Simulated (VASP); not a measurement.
# A VASP study of ZnS (Wurtzite-2H) (PBE): structure first, properties next, part 2 of 2

Wanted: the relaxed cell of ZnS (Wurtzite-2H) and its properties. The start is a cell from a database of measured crystal structures.

VASP 6.6.1; PBE; plane waves and PAW (Zn, S).

So far, gap on the k-mesh (eV): 2.09 in steps 2, 6 and 7. The relaxed cell has a = 3.844, c = 6.301 Å (conventional setting).

The database entry behind the starting cell has ideal inner coordinates that were not refined, so it need not match the best structure at ambient conditions.

## (8) Zone-centre phonons (PBE) (continued)

Ionic part of the static dielectric tensor:

```
3.12 0.00 0.00
0.00 3.12 0.00
0.00 0.00 3.63
```

Born effective charge (e), principal values of the symmetric part by kind of site:

| atom | atoms with these values | low | middle | high | mean |
| --- | --- | --- | --- | --- | --- |
| Zn1 | 2 | 1.97 | 1.97 | 2.07 | 2.00 |
| S3 | 2 | -2.07 | -1.97 | -1.97 | -2.00 |

In full for S3:

```
-1.97  0.00  0.00
 0.00 -1.97  0.00
 0.00  0.00 -2.07
```

Infrared lines, with heights relative to the strongest:

| position (cm⁻¹) | lines merged | squared mode dipole, relative |
| --- | --- | --- |
| 68 | 2 | 0.0 |
| 187 | 1 | 0.0 |
| 259 | 1 | 55 |
| 266 | 2 | 100 |
| 271 | 2 | 0.0 |
| 323 | 1 | 0.0 |

Transverse limit, no LO-TO splitting. The modes at Γ (shares of kinetic energy by element, %):

| mode | frequency (cm⁻¹) | symmetry | IR | Zn % | S % |
| --- | --- | --- | --- | --- | --- |
| 1 | -0.9 | acoustic | 5.2e-6 | 67 | 33 |
| 2 | -0.5 | acoustic | 1.4e-6 | 67 | 33 |
| 3 | -0.5 | acoustic | 1.4e-6 | 67 | 33 |
| 4 | 67.9 | E2 | 0 | 76 | 24 |
| 5 | 67.9 | E2 | 0 | 76 | 24 |
| 6 | 186.8 | B | 0 | 97 | 3 |
| 7 | 259.0 | A1 | 0.40 | 33 | 67 |
| 8 | 265.8 | E1 | 0.36 | 33 | 67 |
| 9 | 265.8 | E1 | 0.36 | 33 | 67 |
| 10 | 271.3 | E2 | 0 | 24 | 76 |
| 11 | 271.3 | E2 | 0 | 24 | 76 |
| 12 | 322.6 | B | 0 | 3 | 97 |

Displacements in mode 4 (67.9 cm⁻¹), the largest set to 1:
```
Zn1  0.30 -1.00  0.00
Zn2 -0.30  1.00  0.00
S3  -0.24  0.81  0.00
S4   0.24 -0.81  0.00
```

Displacements in mode 6 (186.8 cm⁻¹), the largest set to 1:
```
Zn1  0.00  0.00 -1.00
Zn2  0.00  0.00  1.00
S3   0.00  0.00 -0.24
S4   0.00  0.00  0.24
```

Piezoelectric tensor, ionic part (C/m²), by row:

| field | xx | yy | zz | xy | yz | zx |
| --- | --- | --- | --- | --- | --- | --- |
| x | 0 | 0 | 0 | 0 | 0 | -0.4544 |
| y | 0 | 0 | 0 | 0 | -0.4133 | 0 |
| z | -0.4782 | -0.4782 | 0.8581 | 0 | 0 | 0 |

Piezoelectric tensor with clamped ions (C/m²), by row:

| field | xx | yy | zz | xy | yz | zx |
| --- | --- | --- | --- | --- | --- | --- |
| x | 0 | 0 | 0 | 0 | 0 | 0.3748 |
| y | 0 | 0 | 0 | 0 | 0.3748 | 0 |
| z | 0.3617 | 0.3617 | -0.7541 | 0 | 0 | 0 |

The Born charges sum to zero; the printed set may have that rule imposed, so this is no test. Born charges and mode vectors give each infrared mode its dipole; summed over the modes, dipole squared over frequency squared adds 3.29 to the electronic 5.83, for a mean static constant of 9.12. By the characters of their eigenvectors the optical modes sort into (cm⁻¹) Raman active: E2 68, A1 259, E1 266, E2 271; infrared active: A1 259, E1 266; silent: B 187, B 323. B labels carry no number here, since it depends on the setting of the axes.

## (9) Band structure (PBE), changed input

The mesh alone shows little of the dispersion and can miss band extrema, so KPOINTS_OPT adds a path through the symmetry points after the self-consistent cycle. Some settings are moved from the usual, to see what they do.

Input file INCAR:

```
SYSTEM = ZnS
PREC = Accurate
ENCUT = 400
EDIFF = 1E-06
NELM = 100
ISMEAR = -5
SIGMA = 0.2
LREAL = .FALSE.
ALGO = Normal
GGA = PE
NBANDS = 32
LORBIT = 11
LWAVE = .FALSE.
LCHARG = .FALSE.
KPAR = 4
```

Input file POSCAR:

```
ZnS
1.0
    3.8444531745      0.0000000000      0.0000000000
   -1.9222265872      3.3293941127      0.0000000000
    0.0000000000      0.0000000000      6.3012208745
Zn S
2 2
Direct
    0.3333333333      0.6666666667      0.0001275312
    0.6666666667      0.3333333333      0.5001275312
    0.3333333333      0.6666666667      0.3748724688
    0.6666666667      0.3333333333      0.8748724688
```

Input file KPOINTS:

```
Automatic mesh
0
Gamma
4 4 2
0 0 0
```

Input file KPOINTS_OPT:

```
Line mode
16
Line-mode
Reciprocal
  0.00000000   0.00000000   0.00000000 GAMMA
  0.50000000   0.00000000   0.00000000 M

  0.50000000   0.00000000   0.00000000 M
  0.33333333   0.33333333   0.00000000 K

  0.33333333   0.33333333   0.00000000 K
  0.00000000   0.00000000   0.00000000 GAMMA

  0.00000000   0.00000000   0.00000000 GAMMA
  0.00000000   0.00000000   0.50000000 A

  0.00000000   0.00000000   0.50000000 A
  0.50000000   0.00000000   0.50000000 L

  0.50000000   0.00000000   0.50000000 L
  0.33333333   0.33333333   0.50000000 H

  0.33333333   0.33333333   0.50000000 H
  0.00000000   0.00000000   0.50000000 A

  0.50000000   0.00000000   0.50000000 L
  0.50000000   0.00000000   0.00000000 M

  0.33333333   0.33333333   0.00000000 K
  0.33333333   0.33333333   0.50000000 H
```

Potentials, in the order of the species: Zn and S (PBE family, release 64).

Run with:

```
$ mpirun -np 4 vasp_std
```

Run time: 40 s. Hardware: 4 MPI ranks of Intel Xeon Platinum 8259CL at 2.50GHz (Skylake/Cascade Lake), shared host; peak memory 0.72 GiB; 2.1 min of CPU time.

The run converged; its settings lie outside those of the reference runs, so its numbers are set aside.

Against the sound run on this cell (bands along the symmetry lines (PBE)) the energy at zero smearing moves by +11.4 meV an atom and the pressure by +0.11 GPa.

Settings moved from the usual: k-mesh = 4×4×2, ISMEAR = -5 and SIGMA = 0.2.

With tetrahedra SIGMA is not used. The mesh holds 8 irreducible points against 30.

## (10) Summary of results

- relaxed volume: 20.16 Å³/atom
- relaxed conventional cell a, b, c: 3.844, 3.844, 6.301 Å; angles 90.0, 90.0, 120.0°
- space group after relaxing, within 0.02 Å: P6_3mc (No. 186)
- band gap: 2.09 eV, direct
- gap among the points of the DOS mesh alone, an upper bound: 2.09 eV
- largest field gradient Vzz: 2.33 V/Å² on S3
- static dielectric constant from modes and Born charges, mean: 9.12
- electronic dielectric constant, mean: 5.83
- highest zone-centre mode: 323 cm⁻¹

What this shows: With PBE, ZnS (Wurtzite-2H) relaxes to 20.16 Å³/atom in space group P6_3mc (held by the symmetry of the run) and has a direct gap of 2.09 eV. Against the listed cell the volume lies +2.1 % (a +0.7 %, c +0.7 %). Zone-centre phonons (PBE): The principal values of the ionic part of the static dielectric tensor are 3.12, 3.12 and 3.63. Zone-centre phonons (PBE): Mean Born effective charge: Zn1 2.00, S3 -2.00 e. Zone-centre phonons (PBE): The infrared spectrum is led by the line at 266 cm⁻¹, followed by 259. Zone-centre phonons (PBE): The highest mode in this list at Γ, 322.6 cm⁻¹, is mostly motion of S (97 % of the kinetic energy). Semilocal functionals usually underestimate gaps. Modes at Γ alone can't show that the crystal is stable at other wave vectors, and the LO-TO splitting is not included. No search among competing phases was made, and a listed structure need not be the one stable at ambient conditions. All values are for a static lattice at zero temperature.

[Lines on the potential files, build, host, timing and source positions are cut from VASP's logs without a mark.]

[Logs are printed without paths, hosts, clocks, repeated set-up lines and the standing remarks that a program may print on its own settings, such as how far it seeks lower states.]

[Hosts, paths, dates, database ids (printed as entryN), source tags and the programs' standing remarks are cut or masked in the printed files.]

[A measured line is paired with the nearest computed mode of its activity, which favours agreement.]
